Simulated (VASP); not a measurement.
# linear Pd chain, spacing 2.395 A: magnetic orders

Wanted: the lowest of several collinear orders of linear Pd chain, spacing 2.395 A.

Calculated with VASP 6.6.1; LDA, DFT+U (Pd d 2 eV), spin-polarised, from parallel moments; plane waves and PAW (Pd), in the first sound run; inputs show where later runs differ.

## Step 1: Starting point

The cell holds 2 atoms: 2 Pd. Its edges and angles: a = 12.000 Å, b = 12.000 Å, c = 4.790 Å, α = 90.0°, β = 90.0°, γ = 90.0°. It derives from Pd (linear Pd chain, spacing 2.395 A), repeated 1×1×2. model lattice. Vacuum lies along a and b. The structure's axis is c.

## Step 2: Magnetic order, start order fm, signs ++

Each run starts from other signs of the moments at the same geometry and cutoff; gentle mixing helps it keep them. Any wave vector in a name is a fraction of the reciprocal vectors of the first cell as typed.

INCAR reads:

```
SYSTEM = Pd
PREC = Normal
ENCUT = 350
EDIFF = 1E-06
NELM = 150
ISMEAR = 1
SIGMA = 0.1
LREAL = .FALSE.
ALGO = Normal
GGA = CA
NBANDS = 19
ISPIN = 2
MAGMOM = 1 1
LDAU = .TRUE.
LDAUTYPE = 2
LDAUL = 2
LDAUU = 2
LDAUJ = 0
LDAUPRINT = 1
LASPH = .TRUE.
LMAXMIX = 4
LORBIT = 11
LWAVE = .FALSE.
LCHARG = .TRUE.
NCORE = 2
AMIX = 0.2
BMIX = 1E-04
AMIX_MAG = 0.8
BMIX_MAG = 1E-04
```

POSCAR reads:

```
Pd
1.0
   12.0000000000      0.0000000000      0.0000000000
    0.0000000000     12.0000000000      0.0000000000
    0.0000000000      0.0000000000      4.7900000000
Pd
2
Direct
    0.5000000000      0.5000000000      0.0000000000
    0.5000000000      0.5000000000      0.5000000000
```

KPOINTS reads:

```
Automatic mesh
0
Gamma
1 1 9
0 0 0
```

PAW data sets: Pd (LDA family, release 64).

Run with:

```console
> mpirun -np 2 vasp_std
```

The log of the run:

```text
[banner, memory and clock lines left out]
running    2 mpi-ranks, on    1 nodes
 distrk:  each k-point on    2 cores,    1 groups
 distr:  one band on    2 cores,    1 groups

 POSCAR found type information on POSCAR Pd
 POSCAR found :  1 types and       2 ions
 LDA part: xc-table for (Slater(with rela. corr.)+CA(PZ))
 , standard interpolation
 POSCAR, INCAR and KPOINTS ok, starting setup
 FFT: planning ... GRIDC
 FFT: planning ... GRID_SOFT
 FFT: planning ... GRID
 WAVECAR not read
 entering main loop
       N       E                     dE             d eps       ncg     rms          rms(c)
DAV:   1     0.152319466636E+03    0.15232E+03   -0.37539E+03   380   0.480E+02
DAV:   2     0.170151023966E+02   -0.13530E+03   -0.12410E+03   733   0.876E+01
DAV:   3    -0.410826795093E+01   -0.21123E+02   -0.19928E+02   427   0.563E+01
DAV:   4    -0.436633879373E+01   -0.25807E+00   -0.25786E+00   425   0.822E+00
DAV:   5    -0.437344238015E+01   -0.71036E-02   -0.71034E-02   427   0.132E+00    0.691E+00
DAV:   6    -0.441130992615E+01   -0.37868E-01   -0.96638E-02   398   0.176E+00    0.504E+00
DAV:   7    -0.438408932358E+01    0.27221E-01   -0.10590E-01   395   0.150E+00    0.297E+00
DAV:   8    -0.437956016443E+01    0.45292E-02   -0.28917E-02   389   0.111E+00    0.642E-01
DAV:   9    -0.437915822788E+01    0.40194E-03   -0.65620E-03   397   0.474E-01    0.309E-01
DAV:  10    -0.438038298235E+01   -0.12248E-02   -0.10885E-03   392   0.220E-01    0.190E-01
DAV:  11    -0.438047411722E+01   -0.91135E-04   -0.18476E-03   398   0.274E-01    0.114E-01
DAV:  12    -0.438053598172E+01   -0.61864E-04   -0.12610E-04   389   0.583E-02    0.396E-02
DAV:  13    -0.438053707466E+01   -0.10929E-05   -0.59294E-05   389   0.394E-02    0.130E-02
DAV:  14    -0.438053672573E+01    0.34893E-06   -0.50130E-06   401   0.137E-02
   1 F= -.43805367E+01 E0= -.43799188E+01  d E =-.185388E-02  mag=     1.3974
```

The job ended after 16 s (2 MPI ranks of AMD EPYC 7R43, shared host; peak memory 0.31 GiB; 31 s of CPU time).

The logs omit lines about the potential files and the build; timing stands in the text.

From OUTCAR (step 2):

```text
ion  position               nearest neighbor table
   1  0.500  0.500  0.000-   2 2.40   2 2.40
   2  0.500  0.500  0.500-   1 2.40   1 2.40

  LATTYP: Found a simple tetragonal cell.
 ALAT       =    12.0000000000
 C/A-ratio  =     0.3991666667

 Subroutine GETGRP returns: Found 16 space group operations
 (whereof 16 operations were pure point group operations)

The static configuration has the point symmetry D_4h.

 Found      5 irreducible k-points:

   k-points           NKPTS =      5   k-points in BZ     NKDIM =      5   number of bands    NBANDS=     19

   dimension x,y,z NGX =    56 NGY =   56 NGZ =   24
   dimension x,y,z NGXF=   112 NGYF=  112 NGZF=   48

   ENCUT  =  350.0 eV  25.72 Ry    5.07 a.u.  18.31 18.31  7.31*2*pi/ulx,y,z

   NELECT =      20.0000    total number of electrons

 k-points in reciprocal lattice and weights: Automatic mesh
   0.00000000  0.00000000  0.00000000       0.111
   0.00000000  0.00000000  0.11111111       0.222
   0.00000000  0.00000000  0.22222222       0.222
   0.00000000  0.00000000  0.33333333       0.222
   0.00000000  0.00000000  0.44444444       0.222

atom =   1  type =  1  l = 2

 onsite density matrix

spin component  1

  0.9472  0.0000  0.0000  0.0000 -0.0000
  0.0000  0.9449 -0.0000 -0.0000 -0.0000
  0.0000 -0.0000  0.9507 -0.0000  0.0000
  0.0000 -0.0000 -0.0000  0.9449  0.0000
 -0.0000 -0.0000  0.0000  0.0000  0.9473

spin component  2

  0.9455 -0.0000 -0.0000 -0.0000  0.0000
 -0.0000  0.7628  0.0000  0.0000  0.0000
 -0.0000  0.0000  0.6990  0.0000  0.0000
 -0.0000  0.0000  0.0000  0.7628 -0.0000
  0.0000  0.0000  0.0000 -0.0000  0.9456

 occupancies and eigenvectors

  o =  0.6990  v =  0.0000  0.0000  0.0000  0.0000  0.0000  0.0000 -0.0000  1.0000 -0.0000 -0.0000      0.0000  0.0000  0.0000  0.0000  0.0000  0.0000  0.0000  0.0000  0.0000  0.0000
  o =  0.7628  v =  0.0000  0.0000  0.0000  0.0000  0.0000  0.0000 -0.2046 -0.0000 -0.9789 -0.0000      0.0000  0.0000  0.0000  0.0000  0.0000  0.0000  0.0000  0.0000  0.0000  0.0000
  o =  0.7628  v =  0.0000  0.0000  0.0000  0.0000  0.0000  0.0000 -0.9789 -0.0000  0.2046 -0.0000      0.0000  0.0000  0.0000  0.0000  0.0000  0.0000  0.0000  0.0000  0.0000  0.0000
  o =  0.9449  v =  0.0000  0.4199  0.0000 -0.9076  0.0000  0.0000  0.0000  0.0000  0.0000  0.0000      0.0000  0.0000  0.0000  0.0000  0.0000  0.0000  0.0000  0.0000  0.0000  0.0000
  o =  0.9449  v =  0.0000 -0.9076  0.0000 -0.4199  0.0000  0.0000  0.0000  0.0000  0.0000  0.0000      0.0000  0.0000  0.0000  0.0000  0.0000  0.0000  0.0000  0.0000  0.0000  0.0000
  o =  0.9455  v =  0.0000  0.0000  0.0000  0.0000  0.0000  1.0000  0.0000  0.0000  0.0000  0.0000      0.0000  0.0000  0.0000  0.0000  0.0000  0.0000  0.0000  0.0000  0.0000  0.0000
  o =  0.9456  v =  0.0000  0.0000  0.0000  0.0000  0.0000  0.0000  0.0000 -0.0000  0.0000 -1.0000      0.0000  0.0000  0.0000  0.0000  0.0000  0.0000  0.0000  0.0000  0.0000  0.0000
  o =  0.9472  v =  1.0000  0.0000  0.0000  0.0000  0.0000  0.0000  0.0000  0.0000  0.0000  0.0000      0.0000  0.0000  0.0000  0.0000  0.0000  0.0000  0.0000  0.0000  0.0000  0.0000
  o =  0.9473  v =  0.0000  0.0000 -0.0000  0.0000  1.0000  0.0000  0.0000  0.0000  0.0000  0.0000      0.0000  0.0000  0.0000  0.0000  0.0000  0.0000  0.0000  0.0000  0.0000  0.0000
  o =  0.9507  v =  0.0000  0.0000  1.0000  0.0000  0.0000  0.0000  0.0000  0.0000  0.0000  0.0000      0.0000  0.0000  0.0000  0.0000  0.0000  0.0000  0.0000  0.0000  0.0000  0.0000

atom =   2  type =  1  l = 2

 onsite density matrix

spin component  1

  0.9472 -0.0000  0.0000  0.0000  0.0000
 -0.0000  0.9449  0.0000 -0.0000 -0.0000
  0.0000  0.0000  0.9507  0.0000 -0.0000
  0.0000 -0.0000  0.0000  0.9449  0.0000
  0.0000 -0.0000 -0.0000  0.0000  0.9473

spin component  2

  0.9455 -0.0000  0.0000 -0.0000 -0.0000
 -0.0000  0.7628  0.0000 -0.0000  0.0000
  0.0000  0.0000  0.6990 -0.0000  0.0000
 -0.0000 -0.0000 -0.0000  0.7628 -0.0000
 -0.0000  0.0000  0.0000 -0.0000  0.9456

 occupancies and eigenvectors

  o =  0.6990  v =  0.0000  0.0000  0.0000  0.0000  0.0000  0.0000 -0.0000 -1.0000  0.0000  0.0000      0.0000  0.0000  0.0000  0.0000  0.0000  0.0000  0.0000  0.0000  0.0000  0.0000
  o =  0.7628  v =  0.0000  0.0000  0.0000  0.0000  0.0000  0.0000 -0.7212  0.0000  0.6927  0.0000      0.0000  0.0000  0.0000  0.0000  0.0000  0.0000  0.0000  0.0000  0.0000  0.0000
  o =  0.7628  v =  0.0000  0.0000  0.0000  0.0000  0.0000  0.0000  0.6927  0.0000  0.7212 -0.0000      0.0000  0.0000  0.0000  0.0000  0.0000  0.0000  0.0000  0.0000  0.0000  0.0000
  o =  0.9449  v =  0.0000  0.8214  0.0000  0.5704 -0.0000  0.0000  0.0000  0.0000  0.0000  0.0000      0.0000  0.0000  0.0000  0.0000  0.0000  0.0000  0.0000  0.0000  0.0000  0.0000
  o =  0.9449  v =  0.0000 -0.5704 -0.0000  0.8214  0.0000  0.0000  0.0000  0.0000  0.0000  0.0000      0.0000  0.0000  0.0000  0.0000  0.0000  0.0000  0.0000  0.0000  0.0000  0.0000
  o =  0.9455  v =  0.0000  0.0000  0.0000  0.0000  0.0000  1.0000  0.0000  0.0000  0.0000  0.0000      0.0000  0.0000  0.0000  0.0000  0.0000  0.0000  0.0000  0.0000  0.0000  0.0000
  o =  0.9456  v =  0.0000  0.0000  0.0000  0.0000  0.0000  0.0000  0.0000  0.0000 -0.0000  1.0000      0.0000  0.0000  0.0000  0.0000  0.0000  0.0000  0.0000  0.0000  0.0000  0.0000
  o =  0.9472  v =  1.0000  0.0000  0.0000  0.0000  0.0000  0.0000  0.0000  0.0000  0.0000  0.0000      0.0000  0.0000  0.0000  0.0000  0.0000  0.0000  0.0000  0.0000  0.0000  0.0000
  o =  0.9473  v =  0.0000 -0.0000  0.0000  0.0000 -1.0000  0.0000  0.0000  0.0000  0.0000  0.0000      0.0000  0.0000  0.0000  0.0000  0.0000  0.0000  0.0000  0.0000  0.0000  0.0000
  o =  0.9507  v =  0.0000  0.0000 -1.0000 -0.0000 -0.0000  0.0000  0.0000  0.0000  0.0000  0.0000      0.0000  0.0000  0.0000  0.0000  0.0000  0.0000  0.0000  0.0000  0.0000  0.0000

 average (electrostatic) potential at core
       1 -84.0704       2 -84.0704

 E-fermi :  -5.0648

 spin component 1
 k-point     1 :       0.0000    0.0000    0.0000
  band No.  band energies     occupation
    ...
      7      -6.1470      1.00000
      8      -5.6840      1.00000
      9      -5.2937      1.00282
     10      -5.2937      1.00282
     11      -5.2519      1.01185
     12      -1.6147      0.00000
     13      -1.6147      0.00000
     14       0.4030      0.00000
     15       0.4101      0.00000
     16       1.1043      0.00000
    ...

 k-point     2 :       0.0000    0.0000    0.1111
  band No.  band energies     occupation
    ...
      7      -6.1716      1.00000
      8      -5.6186      1.00000
      9      -5.4640      1.00000
     10      -5.4640      1.00000
     11      -5.3777      1.00004
     12      -1.4619      0.00000
     13      -1.4619      0.00000
     14      -0.3284      0.00000
     15       0.4828      0.00000
     16       1.1841      0.00000
    ...

 k-point     3 :       0.0000    0.0000    0.2222
  band No.  band energies     occupation
    ...
      7      -6.2417      1.00000
      8      -5.9008      1.00000
      9      -5.9008      1.00000
     10      -5.7566      1.00000
     11      -5.4203      1.00000
     12      -1.6389      0.00000
     13      -1.0585      0.00000
     14      -1.0585      0.00000
     15       0.7221      0.00000
     16       1.4235      0.00000
    ...

 k-point     4 :       0.0000    0.0000    0.3333
  band No.  band energies     occupation
    ...
      7      -6.4709      1.00000
      8      -6.3903      1.00000
      9      -6.3478      1.00000
     10      -6.3477      1.00000
     11      -5.0808      0.63324
     12      -2.8779      0.00000
     13      -0.4876      0.00000
     14      -0.4876      0.00000
     15       1.1212      0.00000
     16       1.8225      0.00000
    ...

 k-point     5 :       0.0000    0.0000    0.4444
  band No.  band energies     occupation
    ...
      6      -7.0712      1.00000
      7      -6.6082      1.00000
      8      -6.6081      1.00000
      9      -6.4755      1.00000
     10      -6.4753      1.00000
     11      -4.5773     -0.00000
     12      -3.8622     -0.00000
     13       0.2105      0.00000
     14       0.2105      0.00000
     15       1.0274      0.00000
    ...

 spin component 2
 k-point     1 :       0.0000    0.0000    0.0000
  band No.  band energies     occupation
    ...
      4      -6.6148      1.00000
      5      -6.6144      1.00000
      6      -5.8325      1.00000
      7      -5.8323      1.00000
      8      -5.4339      1.00000
      9      -4.4666     -0.00000
     10      -4.4666     -0.00000
     11      -4.3637     -0.00000
     12      -1.5320      0.00000
     13      -1.5320      0.00000
    ...

  Total       -0.2800520     -0.2800520     -2.3313632      0.0000000      0.0000000     -0.0000000
  in kB       -0.6505059     -0.6505059     -5.4153000      0.0000000      0.0000000     -0.0000000
  external PRESSURE =      -2.2387706 kB  Pullay stress =       0.0000000 kB

  energy-cutoff  :      350.00
  volume of cell :      689.76
      direct lattice vectors                 reciprocal lattice vectors
    12.000000000  0.000000000  0.000000000     0.083333333  0.000000000  0.000000000
     0.000000000 12.000000000  0.000000000     0.000000000  0.083333333  0.000000000
     0.000000000  0.000000000  4.790000000     0.000000000  0.000000000  0.208768267

 POSITION                                       TOTAL-FORCE (eV/Angst)
 -----------------------------------------------------------------------------------
      6.00000      6.00000      0.00000         0.000000     -0.000000      0.000000
      6.00000      6.00000      2.39500        -0.000000      0.000000      0.000000
 -----------------------------------------------------------------------------------
    total drift:                                0.000000      0.000000      0.000000

  FREE ENERGIE OF THE ION-ELECTRON SYSTEM (eV)
  ---------------------------------------------------
  free  energy   TOTEN  =        -4.3805367257 eV

  energy  without entropy=       -4.3786828424  energy(sigma->0) =       -4.37991876

 total charge
# of ion       s       p       d       tot
------------------------------------------
    1        0.395   0.143   8.808   9.346
    2        0.395   0.143   8.808   9.346
--------------------------------------------------
tot          0.789   0.286  17.616  18.691

 magnetization (x)
# of ion       s       p       d       tot
------------------------------------------
    1        0.055   0.001   0.618   0.675
    2        0.055   0.001   0.618   0.675
--------------------------------------------------
tot          0.111   0.002   1.236   1.349

[... 4 further parts left out ...]
```

A U on the itinerant d states of such a compound is hard to justify; it moves the bands at the Fermi level and favours large moments.

This step gave:

```yaml
electronic_cycles: 14
electrons: 20
free_energy_toten: -4.381 eV
energy_at_zero_smearing: -4.380 eV
fermi_energy: -5.065 eV
moment_of_the_cell_from_the_last_line_of_the_log: 1.397 μB
labelled_metallic_from_the_levels_on_this_mesh: yes
```

Spin moment in the PAW sphere by atom:

```
atom  spin moment in the PAW sphere (μB)
 Pd1                               0.675
 Pd2                               0.675
```

Spin density in the ca plane at fractional y = 0.500, with atoms of Pd within 0.2 Å of it.

Ten even steps from '_' (0.00 e/Å³) to '@' (0.44 e/Å³), each cell a mean:
```
____________________________
____________________________
____________________________
____________________________
____________________________
____________________________
____________________________
____________________________
____________________________
____________________________
::::..____..::::::..____..::
@@@@==__..**@@@@@@==__..**@@
****--__..==******--__..==**
....________......________..
____________________________
____________________________
____________________________
____________________________
____________________________
____________________________
____________________________
____________________________
____________________________
____________________________
```
Columns run along c (4.8 Å), rows up along a (12.0 Å). Atoms in or near the plane, at fractional coordinates: Pd at (0.00, 0.50), Pd at (0.50, 0.50).

Valence density in the ca plane at fractional y = 0.500, with atoms of Pd within 0.2 Å of it. It is the smooth field of the valence electrons, not physical close to the nuclei.

Ten steps, logarithmic in the rise over the least value, from '_' (0.0 e/Å³) to '@' (5.4 e/Å³), each cell a mean:
```
____________________________
____________________________
____________________________
____________________________
____________________________
____________________________
____________________________
____________________________
......____..........____....
==--::::::----==--::::::----
%%##++====**##%%##++====**##
@@%%##++++##@@@@%%##++++##@@
@@%%**==++##@@@@%%**==++##@@
**++==----++****++==----++**
::::......::::::::......::::
____________________________
____________________________
____________________________
____________________________
____________________________
____________________________
____________________________
____________________________
____________________________
```
Columns run along c (4.8 Å), rows up along a (12.0 Å). Atoms in or near the plane, at fractional coordinates: Pd at (0.00, 0.50), Pd at (0.50, 0.50).

The largest moment at the end is 0.68 μB, and the moments of the cell sum to 1.40 μB.

[end of part 1 of 3]

[Lines on the potential files, build, host, timing and source positions are cut from VASP's logs without a mark.]

[Logs are printed without paths, hosts, clocks, repeated set-up lines and the standing remarks that a program may print on its own settings, such as how far it seeks lower states.]

[Hosts, paths, dates, database ids (printed as entryN), source tags and the programs' standing remarks are cut or masked in the printed files.]

[In band tables of VASP the shares of atoms and orbitals are scaled to a sum of 1 inside the atoms' spheres.]

[Runs that stopped without an error message from VASP are left out.]
